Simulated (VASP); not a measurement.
CaS3:

```
Ca S
1.0
     5.02638    0.00000    0.00000
     0.00000    5.02638    0.00000
     0.00000    0.00000    4.38790
Ca S
1 3
Direct
  0.00000 0.00000 0.00000
  0.50000 0.50000 0.00000
  0.00000 0.50000 0.50000
  0.50000 0.00000 0.50000
```

The cell was built by a generator and needn't be a form met in nature.

```yaml
Program: VASP 6.6.1
Task: relaxation of cell and atoms
Functional: LDA
Potentials_or_basis: VASP PAW LDA potentials, release 64 (Ca_sv, S)
Cutoff: 600 eV
k_mesh: 6 × 6 × 6
Occupations: gaussian, width 0.05 eV
Spin: no spin polarisation
```

At the start: pressure -13.6 GPa; volume 27.71 Å³/atom.

Question: How do energy, volume and symmetry change on relaxing?

Answer: Over 13 steps the energy falls by 688.8 meV/atom and the volume is 17.35 Å³/atom (-37.4 %); space group P4/mmm (No. 123, to 0.05 Å).

The path:
| step | energy change (eV) | largest force (eV/Å) | pressure (GPa) | volume (Å³) |
| --- | --- | --- | --- | --- |
| 1 | 0.0000 | 0.0000 | -13.59 | 110.86 |
| 2 | -2.5105 | 0.0000 | -6.83 | 77.26 |
| 3 | -2.6956 | 0.0000 | -0.82 | 70.19 |
| 4 | -2.6980 | 0.0000 | 0.23 | 69.25 |
| 5 | -2.7130 | 0.0000 | 0.29 | 69.23 |
| 6 | -2.7463 | 0.0000 | 0.46 | 69.08 |
| 7 | -2.6692 | 0.0000 | 1.07 | 68.36 |
| 8 | -2.7539 | 0.0000 | 0.53 | 68.98 |
| 9 | -2.7543 | 0.0000 | 0.56 | 68.93 |
| 10 | -2.7530 | 0.0000 | -0.87 | 70.16 |
| 11 | -2.7551 | 0.0000 | 0.00 | 69.40 |
| 12 | -2.7551 | 0.0000 | 0.01 | 69.39 |
| 13 | -2.7552 | 0.0000 | 0.01 | 69.39 |

Final structure:
```yaml
crystal:
  lattice:
    - [4.48070, 0.00000, 0.00000]
    - [0.00000, 4.48070, 0.00000]
    - [0.00000, 0.00000, 3.45638]
  atoms:
    - { symbol: Ca, position: [0.00000, 0.00000, 0.00000] }
    - { symbol: S, position: [0.50000, 0.50000, 0.00000] }
    - { symbol: S, position: [0.00000, 0.50000, 0.50000] }
    - { symbol: S, position: [0.50000, 0.00000, 0.50000] }
```

Caveat: the volume moved by over 15 % at a fixed basis, so the end points are rough.
